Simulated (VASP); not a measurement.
# Li2SnF6 (P-31m): formation energy of the defect Li_i (6-fold void)

Aim: the formation energy and local structure of the defect Li_i (6-fold void) in Li2SnF6 (P-31m). The start is a computed cell from the Materials Project.

Program: VASP 6.6.1. Level of theory: PBEsol; plane waves and PAW (Li, Sn, F), in the first sound run; inputs show where later runs differ. Results are calculated unless marked as measured.

**1. The host crystal**

It takes space group P-31m (No. 162, trigonal). Conventional cell: a = 4.910 Å, b = 4.910 Å, c = 4.538 Å, α = 90.00°, β = 90.00°, γ = 120.00°. Nearest to Li lie 6 F at 1.99 Å. Nearest to Sn lie 6 F at 1.99 Å. Nearest to F lie 2 Li at 1.99 Å and 1 Sn at 1.99 Å. Farther neighbours and most contacts between anions are not listed.

Structure file:

```xyz
9
Lattice="4.9095 0.0000 0.0000 -2.4548 4.2518 0.0000 0.0000 0.0000 4.5380" Properties=species:S:1:pos:R:3 pbc="T T T"
Li    2.4548    1.4173    2.2690
Li    0.0000    2.8345    2.2690
Sn    0.0000    0.0000    0.0000
F     0.8078    1.3992    1.1573
F     1.6469    2.8525    3.3807
F     3.2938    0.0000    1.1573
F     1.6157    0.0000    3.3807
F    -1.6469    2.8525    1.1573
F    -0.8078    1.3992    3.3807
```

**2. The host at zero pressure**

The later steps need the crystal at this functional's own lattice; a raised cutoff keeps the stress reliable while the cell changes.

INCAR

```
SYSTEM = Li2SnF6
PREC = Normal
ENCUT = 520
EDIFF = 1E-05
NELM = 120
ISMEAR = 0
SIGMA = 0.05
LREAL = Auto
ALGO = Fast
GGA = PS
NBANDS = 33
LORBIT = 11
LWAVE = .FALSE.
LCHARG = .FALSE.
IBRION = 2
NSW = 40
ISIF = 3
EDIFFG = -0.03
POTIM = 0.4
```

POSCAR

```
Li2SnF6
1.0
    4.9095139000      0.0000000000      0.0000000000
   -2.4547570000      4.2517638000      0.0000000000
    0.0000000000      0.0000000000      4.5380391000
Li Sn F
2 1 6
Direct
    0.6666666700      0.3333333300      0.5000000000
    0.3333333300      0.6666666700      0.5000000000
    0.0000000000      0.0000000000      0.0000000000
    0.3290910600      0.3290910600      0.2550271900
    0.6709089400      0.6709089400      0.7449728100
    0.6709089400      0.0000000000      0.2550271900
    0.3290910600      0.0000000000      0.7449728100
    0.0000000000      0.6709089400      0.2550271900
    0.0000000000      0.3290910600      0.7449728100
```

KPOINTS

```
Automatic mesh
0
Gamma
3 3 3
0 0 0
```

The projector-augmented-wave data sets are Li, Sn and F (PBE family, release 64).

Launch:

```console
$ export OMP_NUM_THREADS=5
$ mpirun -np 1 vasp_std
```

Log:

```text
[banner, memory and clock lines left out]
running    1 mpi-ranks, on    1 nodes
 distrk:  each k-point on    1 cores,    1 groups
 distr:  one band on    1 cores,    1 groups
 Offloading initialized ...    1 GPUs detected
 POSCAR found type information on POSCAR LiSnF
 POSCAR found :  3 types and       9 ions
|                                                                             |
|               ----> ADVICE to this user running VASP <----                  |
|                                                                             |
|     You enforced a specific xc type in the INCAR file but a different       |
|     [... a line on the potential file left out ...]
|     I HOPE YOU KNOW WHAT YOU ARE DOING!                                     |
|                                                                             |

 LDA part: xc-table for (Slater+PW92), standard interpolation
 POSCAR, INCAR and KPOINTS ok, starting setup
 FFT: planning ... GRIDC
 FFT: planning ... GRID_SOFT
 FFT: planning ... GRID
 WAVECAR not read
 entering main loop
       N       E                     dE             d eps       ncg     rms          rms(c)
DAV:   1     0.294212045403E+03    0.29421E+03   -0.26936E+04   462   0.137E+03
DAV:   2    -0.347998376797E+02   -0.32901E+03   -0.32154E+03   573   0.329E+02
DAV:   3    -0.490729632870E+02   -0.14273E+02   -0.14215E+02   586   0.666E+01
DAV:   4    -0.491733802402E+02   -0.10042E+00   -0.10039E+00   516   0.652E+00
DAV:   5    -0.491739905112E+02   -0.61027E-03   -0.61013E-03   579   0.506E-01    0.125E+01
RMM:   6    -0.450811253976E+02    0.40929E+01   -0.10430E+01   462   0.173E+01    0.509E+00
RMM:   7    -0.448453247494E+02    0.23580E+00   -0.80926E-01   462   0.415E+00    0.287E+00
RMM:   8    -0.447518093775E+02    0.93515E-01   -0.25819E-01   462   0.314E+00    0.443E-01
RMM:   9    -0.447506099905E+02    0.11994E-02   -0.31308E-02   462   0.953E-01    0.210E-01
RMM:  10    -0.447502896518E+02    0.32034E-03   -0.34500E-03   462   0.325E-01    0.112E-01
RMM:  11    -0.447501136050E+02    0.17605E-03   -0.10101E-03   462   0.197E-01    0.255E-02
RMM:  12    -0.447501242726E+02   -0.10668E-04   -0.10470E-04   455   0.638E-02    0.169E-02
RMM:  13    -0.447501204207E+02    0.38519E-05   -0.15672E-05   306   0.197E-02
   1 F= -.44750120E+02 E0= -.44750120E+02  d E =-.447501E+02
 curvature:   0.00 expect dE= 0.000E+00 dE for cont linesearch  0.000E+00
 trial: gam= 0.00000 g(F)=  0.123E-03 g(S)=  0.153E-01 ort = 0.000E+00 (trialstep = 0.100E+01)
 search vector abs. value=  0.154E-01
 bond charge predicted
       N       E                     dE             d eps       ncg     rms          rms(c)
DAV:   1    -0.448518883561E+02   -0.10176E+00   -0.16559E+00   563   0.937E+00    0.250E+00
RMM:   2    -0.447596435386E+02    0.92245E-01   -0.32803E-01   462   0.335E+00    0.410E-01
RMM:   3    -0.447585308768E+02    0.11127E-02   -0.17315E-02   462   0.786E-01    0.161E-01
RMM:   4    -0.447576709164E+02    0.85996E-03   -0.18819E-03   462   0.280E-01    0.459E-02
RMM:   5    -0.447576580836E+02    0.12833E-04   -0.25723E-04   462   0.994E-02    0.151E-02
RMM:   6    -0.447576549690E+02    0.31146E-05   -0.64242E-05   421   0.460E-02
   2 F= -.44757655E+02 E0= -.44757655E+02  d E =-.753455E-02
[...]
3 F= -.44757635E+02 E0= -.44757635E+02  d E =-.751489E-02
[...]
4 F= -.44760779E+02 E0= -.44760779E+02  d E =-.314347E-02
[...]
5 F= -.44761507E+02 E0= -.44761507E+02  d E =-.387180E-02
 curvature:  -1.47 expect dE=-0.164E-02 dE for cont linesearch -0.711E-03
 ZBRENT: interpolating
 opt :   1.9091  next Energy=   -44.761949 (dE=-0.431E-02)
 bond charge predicted
       N       E                     dE             d eps       ncg     rms          rms(c)
DAV:   1    -0.447641817180E+02   -0.26746E-02   -0.39260E-01   462   0.437E+00    0.433E-01
RMM:   2    -0.447619599578E+02    0.22218E-02   -0.14333E-02   462   0.763E-01    0.940E-02
RMM:   3    -0.447618508226E+02    0.10914E-03   -0.10653E-03   462   0.216E-01    0.360E-02
RMM:   4    -0.447618165077E+02    0.34315E-04   -0.15004E-04   462   0.737E-02    0.121E-02
RMM:   5    -0.447618178734E+02   -0.13658E-05   -0.20921E-05   309   0.296E-02
   6 F= -.44761818E+02 E0= -.44761818E+02  d E =-.418257E-02
 curvature:  -0.91 expect dE=-0.244E-03 dE for cont linesearch -0.481E-05
 trial: gam= 0.09347 g(F)=  0.102E-03 g(S)=  0.165E-03 ort = 0.165E-03 (trialstep = 0.118E+01)
 search vector abs. value=  0.342E-03
 reached required accuracy - stopping structural energy minimisation
```

Wall time 18 s (1 × NVIDIA H100 80GB HBM3, 81559 MiB with 1 MPI rank of AMD EPYC 7R13 (Zen 3), card shared with another run, shared host); peak memory 1.7 GiB.

Lines that name or quote the potential files are left out of all logs, and their timing lines are given in words.

From OUTCAR (step 2):

```text
ion  position               nearest neighbor table
   1  0.667  0.333  0.500-   9 1.99   6 1.99   7 1.99   8 1.99   4 1.99   5 1.99   2 2.83   2 2.83
                             2 2.83
   2  0.333  0.667  0.500-   8 1.99   7 1.99   6 1.99   9 1.99   5 1.99   4 1.99   1 2.83   1 2.83
                             1 2.83
   3  0.000  0.000  0.000-   6 1.99   7 1.99   4 1.99   5 1.99   8 1.99   9 1.99
   4  0.329  0.329  0.255-   1 1.99   2 1.99   3 1.99
   5  0.671  0.671  0.745-   2 1.99   1 1.99   3 1.99
   6  0.671  0.000  0.255-   1 1.99   2 1.99   3 1.99
   7  0.329  0.000  0.745-   2 1.99   1 1.99   3 1.99
   8  0.000  0.671  0.255-   2 1.99   1 1.99   3 1.99
   9  0.000  0.329  0.745-   1 1.99   2 1.99   3 1.99

  LATTYP: Found a hexagonal cell.
 ALAT       =     4.9095139000
 C/A-ratio  =     0.9243357270

 Subroutine GETGRP returns: Found 12 space group operations
 (whereof 12 operations were pure point group operations)

The static configuration has the point symmetry D_3d.

 Found      7 irreducible k-points:

   k-points           NKPTS =      7   k-points in BZ     NKDIM =      7   number of bands    NBANDS=     33

   dimension x,y,z NGX =    28 NGY =   28 NGZ =   28
   dimension x,y,z NGXF=    56 NGYF=   56 NGZF=   56

   ENCUT  =  520.0 eV  38.22 Ry    6.18 a.u.   9.13  9.13  8.44*2*pi/ulx,y,z

   NELECT =      48.0000    total number of electrons

 k-points in reciprocal lattice and weights: Automatic mesh
   0.00000000  0.00000000  0.00000000       0.037
   0.33333333  0.00000000  0.00000000       0.222
   0.33333333  0.33333333  0.00000000       0.074
   0.00000000  0.00000000  0.33333333       0.074
   0.33333333  0.00000000  0.33333333       0.444
   0.33333333  0.33333333  0.33333333       0.074
  -0.33333333 -0.33333333  0.33333333       0.074

 average (electrostatic) potential at core
       1 -25.9829       2 -25.9829       3 -47.5944       4 -77.4255       5 -77.4255
       6 -77.4255       7 -77.4255       8 -77.4255       9 -77.4255

 E-fermi :  -1.2032

 k-point     1 :       0.0000    0.0000    0.0000
  band No.  band energies     occupation
    ...
     20      -1.7052      2.00000
     21      -1.7052      2.00000
     22      -1.6285      2.00000
     23      -1.6284      2.00000
     24      -1.4952      2.00000
     25       3.6956      0.00000
     26       9.2334      0.00000
     27      10.5310      0.00000
     28      10.5311      0.00000
     29      10.6216      0.00000
    ...

 k-point     2 :       0.3333    0.0000    0.0000
  band No.  band energies     occupation
    ...
     20      -2.1372      2.00000
     21      -1.8478      2.00000
     22      -1.7374      2.00000
     23      -1.6123      2.00000
     24      -1.4664      2.00000
     25       4.5030      0.00000
     26       8.8337      0.00000
     27       9.6198      0.00000
     28      10.3408      0.00000
     29      11.5253      0.00000
    ...

 k-point     3 :       0.3333    0.3333    0.0000
  band No.  band energies     occupation
    ...
     20      -2.2018      2.00000
     21      -1.7967      2.00000
     22      -1.6089      2.00000
     23      -1.4686      2.00000
     24      -1.4686      2.00000
     25       4.8877      0.00000
     26       8.7385      0.00000
     27       8.7385      0.00000
     28      10.6804      0.00000
     29      12.1273      0.00000
    ...

  Total        0.1362606      0.1362606      0.0360531     -0.0000000      0.0000000      0.0000000
  in kB        2.2565264      2.2565265      0.5970528     -0.0000000      0.0000000      0.0000000
  external PRESSURE =       1.7033686 kB  Pullay stress =       0.0000000 kB

  energy-cutoff  :      520.00
  volume of cell :       96.75
      direct lattice vectors                 reciprocal lattice vectors
     4.945673015 -0.000000000  0.000000000     0.202196950  0.116738465 -0.000000000
    -2.472836558  4.283078513 -0.000000000     0.000000000  0.233476925 -0.000000000
     0.000000000  0.000000000  4.567293954    -0.000000000  0.000000000  0.218948027

 POSITION                                       TOTAL-FORCE (eV/Angst)
 -----------------------------------------------------------------------------------
      2.47284      1.42769      2.28365         0.000000      0.000000     -0.000000
     -0.00000      2.85539      2.28365         0.000000      0.000000     -0.000000
      0.00000      0.00000      0.00000         0.000000      0.000000     -0.000000
      0.81045      1.40375      1.15830        -0.002650     -0.004589      0.020291
      1.66238      2.87933      3.40899         0.002650      0.004589     -0.020291
      0.85193      4.28308      1.15830         0.005299     -0.000000      0.020291
      1.62091     -0.00000      3.40899        -0.005299      0.000000     -0.020291
     -1.66238      2.87933      1.15830        -0.002650      0.004589      0.020291
      4.13522      1.40375      3.40899         0.002650     -0.004589     -0.020291
 -----------------------------------------------------------------------------------
    total drift:                               -0.000000      0.000000     -0.000000

  FREE ENERGIE OF THE ION-ELECTRON SYSTEM (eV)
  ---------------------------------------------------
  free  energy   TOTEN  =       -44.7618178734 eV

  energy  without entropy=      -44.7618178734  energy(sigma->0) =      -44.76181787

 reached required accuracy - stopping structural energy minimisation

 total charge
# of ion       s       p       d       tot
------------------------------------------
    1        0.078   0.168   0.000   0.246
    2        0.078   0.168   0.000   0.246
    3        1.030   1.673   0.841   3.544
    4        1.736   4.364   0.000   6.099
    5        1.736   4.364   0.000   6.099
    6        1.736   4.364   0.000   6.099
    7        1.736   4.364   0.000   6.099
    8        1.736   4.364   0.000   6.099
    9        1.736   4.364   0.000   6.099
--------------------------------------------------
tot         11.600  28.190   0.841  40.631

[... 3 further parts left out ...]
```

CONTCAR:

```
Li2SnF6
    1.000000000000000
     4.9456730149514021   -0.0000000004263927    0.0000000000000000
    -2.4728365582132232    4.2830785132773030   -0.0000000000000000
     0.0000000000000000    0.0000000000000000    4.5672939538054766
  Li              Sn              F
     2     1     6
Direct
     0.6666666699999979    0.3333333300000021    0.5000000000000000
     0.3333333300000021    0.6666666699999979    0.5000000000000000
     0.0000000000000000    0.0000000000000000    0.0000000000000000
     0.3277425857492604    0.3277425857492578    0.2536085724481772
     0.6722574142507396    0.6722574142507424    0.7463914275518228
     0.6722574142507390    0.9999999999999979    0.2536085724481772
     0.3277425857492609    0.0000000000000022    0.7463914275518228
     0.0000000000000007    0.6722574142507444    0.2536085724481772
     0.9999999999999994    0.3277425857492556    0.7463914275518228
```

The gap is read on the k-mesh alone, so it is an upper bound where the band edges lie off the mesh. The PAW data sets were made with PBE, which is usual practice but a small mismatch for other functionals. The data set Sn keeps the semicore shell frozen, which is cheaper and a little less accurate. The run keeps the 12 symmetry operations of its start, so it cannot find a distortion of lower symmetry.

Relaxation path:

| step | energy less that of the first step (eV) | largest force (eV/Å) | pressure (GPa) | volume (Å³) |
| --- | --- | --- | --- | --- |
| 1 | 0.0000 | 0.0231 | 1.84 | 94.73 |
| 2 | -0.0075 | 0.1308 | -0.04 | 96.06 |
| 3 | -0.0075 | 0.1316 | 0.15 | 96.01 |
| 4 | -0.0107 | 0.0741 | 0.16 | 96.39 |
| 5 | -0.0114 | 0.0653 | 0.10 | 96.96 |
| 6 | -0.0117 | 0.0210 | 0.17 | 96.75 |

| conventional cell, symmetrised | before | after | change |
| --- | --- | --- | --- |
| a (Å) | 4.910 | 4.946 | +0.7 % |
| b (Å) | 4.910 | 4.946 | +0.7 % |
| c (Å) | 4.538 | 4.567 | +0.6 % |
| volume (Å³/atom) | 10.53 | 10.75 | +2.1 % |

Final coordinates:

```cif
data_structure
_symmetry_space_group_name_H-M 'P 1'
_symmetry_Int_Tables_number 1
_cell_length_a 4.9457
_cell_length_b 4.9457
_cell_length_c 4.5673
_cell_angle_alpha 90.000
_cell_angle_beta 90.000
_cell_angle_gamma 120.000
_cell_volume 96.75
loop_
_atom_site_label
_atom_site_type_symbol
_atom_site_fract_x
_atom_site_fract_y
_atom_site_fract_z
_atom_site_occupancy
Li1 Li 0.66667 0.33333 0.50000 1
Li2 Li 0.33333 0.66667 0.50000 1
Sn3 Sn 0.00000 0.00000 0.00000 1
F4 F 0.32774 0.32774 0.25361 1
F5 F 0.67226 0.67226 0.74639 1
F6 F 0.67226 0.00000 0.25361 1
F7 F 0.32774 0.00000 0.74639 1
F8 F 0.00000 0.67226 0.25361 1
F9 F 0.00000 0.32774 0.74639 1
```

A gap read on the k-mesh alone can miss the band edges.

This step gave:

```
electronic cycles                               : 38
electrons                                       : 48
free energy (TOTEN)                             : -44.76 eV
Fermi energy                                    : -1.203 eV
labelled metallic, from the levels on this mesh : no
gap on the k-mesh                               : 5.162 eV
least direct gap on the k-mesh                  : 5.191 eV
```

The run ended after 6 ionic steps, 0.012 eV below its first step, once forces and stress met EDIFFG = -0.03.

(Continued in part 2 of 8.)

[Lines on the potential files, build, host, timing and source positions are cut from VASP's logs without a mark.]

[Logs are printed without paths, hosts, clocks, repeated set-up lines and the standing remarks that a program may print on its own settings, such as how far it seeks lower states.]

[Hosts, paths, dates, database ids (printed as entryN), source tags and the programs' standing remarks are cut or masked in the printed files.]

[In band tables of VASP the shares of atoms and orbitals are scaled to a sum of 1 inside the atoms' spheres.]

[Runs that stopped without an error message from VASP are left out.]
